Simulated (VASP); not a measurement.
Ge:

```xyz
2
Lattice="0.0000 2.8367 2.8367 2.8367 0.0000 2.8367 2.8367 2.8367 0.0000" Properties=species:S:1:pos:R:3 pbc="T T T"
Ge    4.2551    4.2551    4.2551
Ge    2.8367    2.8367    2.8367
```

The cell was built by a generator and needn't be a form met in nature.

Base run:

| Quantity | Value |
| --- | --- |
| Program | VASP 6.6.1 |
| Functional | PBEsol |
| Potentials or basis | VASP PAW PBE potentials, release 64 (Ge_d) |
| Cutoff | 520 eV |
| k mesh | 10 × 10 × 10 |
| Occupations | gaussian, width 0.03 eV |
| Spin | no spin polarisation |

Its results: pressure 0.4 GPa.

Problem. The run is repeated on the same cell with these changes: functional from PBEsol to LDA; potentials or basis from VASP PAW PBE potentials, release 64 (Ge_d) to VASP PAW LDA potentials, release 64 (Ge_d). What comes out?

Solution. Pressure -1.4 GPa.

Caveats: the PAW data sets were made with another functional, which shifts forces and pressure a little (some runs).
